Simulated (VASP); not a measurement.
Calculation: PBEsol GGA, VASP's PBE PAW potentials (set 64) (plane waves; VASP 6.6.1).

Input for VASP

File KPOINTS:
```
Automatic mesh
0
Gamma
12 12 1
0 0 0
```

**INCAR**
```
SYSTEM = Zn(001) slab
PREC = Normal; ENCUT = 400; LREAL = .FALSE.
LASPH = .TRUE.
EDIFF = 1E-6; NELM = 100; NELMIN = 4
ALGO = Normal; LMAXMIX = 4
ISMEAR = 1; SIGMA = 0.1
GGA = PS
LWAVE = .FALSE.; LCHARG = .FALSE.; LORBIT = 11
LVHAR = .TRUE.
DIPOL = 0.5 0.5 0.5
LDIPOL = .TRUE.; IDIPOL = 3
```

File POSCAR:
```
Zn(001) slab
1
    2.6436575180     0.0000000000     0.0000000000
   -1.3218287590     2.2894749928     0.0000000000
    0.0000000000     0.0000000000    23.3900095369
Zn
4
Direct
  0.6666670000   0.3333330000   0.3504826251
  0.6666670000   0.3333330000   0.5490735249
  0.3333330000   0.6666670000   0.4509264751
  0.3333330000   0.6666670000   0.6495173749
```

POTCAR, in this order: Zn (PBE.64 set). Program: vasp_std. Read from the step before: WAVECAR.

Problem. What does the run give for the energy per atom (σ→0), band gap (on the k-mesh)?

Solution. 
The energy per atom (σ→0) is -1.488 eV/atom and the band gap (on the k-mesh) is none (metal, semimetal or under 0.01 eV).

### OSZICAR
```
       N       E                     dE             d eps       ncg     rms          rms(c)
DAV:   1    -0.595130139796E+01   -0.59513E+01   -0.40954E-05  1204   0.347E-01    0.129E-02
DAV:   2    -0.595129495886E+01    0.64391E-05   -0.57915E-05  1264   0.403E-01    0.601E-03
DAV:   3    -0.595129397496E+01    0.98391E-06   -0.61052E-06   860   0.124E-01    0.656E-04
DAV:   4    -0.595129411263E+01   -0.13768E-06   -0.15369E-06   620   0.146E-02
   1 F= -.59512941E+01 E0= -.59500069E+01  d E =-.386156E-02
```

The cell is a thin slab with vacuum, built from Zn (hcp): (001) face.
